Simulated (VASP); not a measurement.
Input:

```yaml
crystal:
  lattice:
    - [2.32050, -4.01922, 0.00000]
    - [2.32050, 4.01922, 0.00000]
    - [0.00000, 0.00000, 7.53780]
  atoms:
    - { symbol: Mg, position: [0.66667, 0.33333, 0.50000] }
    - { symbol: Mg, position: [0.33333, 0.66667, 0.00000] }
    - { symbol: Te, position: [0.66667, 0.33333, 0.87600] }
    - { symbol: Te, position: [0.33333, 0.66667, 0.37600] }
```

Method: PBE GGA, VASP's PBE PAW potentials (set 64) (plane waves; VASP). Settings: 800 eV cut-off, 5×5×3 Γ-centred mesh, Gaussian smearing of 0.050 eV, potentials Mg_sv Te.

Q: Predict the energy per atom (σ→0).

A: 
```
Item                            Value
---------------------  --------------
energy per atom (σ→0)  -3.205 eV/atom
```

Total energies compare only between runs with the same potentials, cut-off and functional.

The compound is MgTe in the wurtzite structure. The cell was not relaxed at this level. The run is one of a series of settings (ENCUT = 800, POTCAR Mg_sv Te (PBE.64 set) against the base run), some of them coarse on purpose.
